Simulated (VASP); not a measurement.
Calculation: PBE GGA with D3 dispersion (Becke-Johnson damping), VASP's PBE PAW potentials (set 64) (plane waves; VASP 6.6.1).

The input files of a VASP run:

POSCAR:
```
Pd
1
    0.0000000000     1.9824177138     1.9824177138
    1.9824177138     0.0000000000     1.9824177138
    1.9824177138     1.9824177138     0.0000000000
Pd
1
Direct
  0.0000000000   0.0000000000   0.0000000000
```

**INCAR**
```
SYSTEM = Pd
PREC = Accurate
ENCUT = 520
EDIFF = 1E-7
NELM = 100
ALGO = Normal
LREAL = .FALSE.
LASPH = .TRUE.
ISMEAR = 1
SIGMA = 0.1
GGA = PE
IVDW = 12
LMAXMIX = 4
LWAVE = .FALSE.
LCHARG = .FALSE.
ISIF = 2
```

File KPOINTS:
```
Automatic mesh
0
Gamma
16 16 16
0 0 0
```

POTCAR, in this order: Pd (PBE.64 set). Program: vasp_std.

What VASP printed:

### OSZICAR
```
       N       E                     dE             d eps       ncg     rms          rms(c)
DAV:   1     0.381335878959E+02    0.38134E+02   -0.52415E+03  2618   0.104E+03
DAV:   2    -0.507434292084E+01   -0.43208E+02   -0.41862E+02  2783   0.190E+02
DAV:   3    -0.547278309278E+01   -0.39844E+00   -0.39391E+00  3049   0.209E+01
DAV:   4    -0.547500735381E+01   -0.22243E-02   -0.22240E-02  2952   0.148E+00
DAV:   5    -0.547503457992E+01   -0.27226E-04   -0.27226E-04  3012   0.144E-01    0.662E+00
DAV:   6    -0.522550881456E+01    0.24953E+00   -0.12629E+00  2663   0.104E+01    0.324E+00
DAV:   7    -0.521775815317E+01    0.77507E-02   -0.43155E-03  2847   0.669E-01    0.177E+00
DAV:   8    -0.521460273668E+01    0.31554E-02   -0.96206E-04  2764   0.246E-01    0.356E-02
DAV:   9    -0.521460700367E+01   -0.42670E-05   -0.74206E-06  3190   0.308E-02    0.105E-02
DAV:  10    -0.521461051756E+01   -0.35139E-05   -0.15014E-06  2920   0.140E-02    0.184E-03
DAV:  11    -0.521461038301E+01    0.13455E-06   -0.37752E-08  2155   0.177E-03    0.410E-04
DAV:  12    -0.521461033403E+01    0.48987E-07   -0.33352E-09  1384   0.693E-04
   1 F= -.58456193E+01 E0= -.58454877E+01  d E =-.394666E-03
```

OUTCAR:
```
------------------------ aborting loop because EDIFF is reached ----------------------------------------
 Edisp (eV)   -0.63101
  FORCE on cell =-STRESS in cart. coord.  units (eV):
  Direction    XX          YY          ZZ          XY          YZ          ZX
  --------------------------------------------------------------------------------------
  Total      -0.94589    -0.94589    -0.94589     0.00000    -0.00000     0.00000
  in kB     -97.26044   -97.26044   -97.26044     0.00000    -0.00000     0.00000
  external pressure =      -97.26 kB  Pullay stress =        0.00 kB
  volume of cell :       15.58
      direct lattice vectors                 reciprocal lattice vectors
     0.000000000  1.982417714  1.982417714    -0.252217278  0.252217278  0.252217278
     1.982417714  0.000000000  1.982417714     0.252217278 -0.252217278  0.252217278
     1.982417714  1.982417714  0.000000000     0.252217278  0.252217278 -0.252217278
 POSITION                                       TOTAL-FORCE (eV/Angst)
 -----------------------------------------------------------------------------------
      0.00000      0.00000      0.00000        -0.000000      0.000000      0.000000
 -----------------------------------------------------------------------------------
    total drift:                               -0.000000     -0.000000     -0.000000
  FREE ENERGIE OF THE ION-ELECTRON SYSTEM (eV)
  ---------------------------------------------------
  free  energy   TOTEN  =        -5.8456192764 eV

  energy  without entropy=       -5.8452246102  energy(sigma->0) =       -5.84548772
```
(Selected blocks of OUTCAR.)

The compound is Pd in the fcc structure. This cell is one point of a volume scan, at 1.06 of the reference volume.
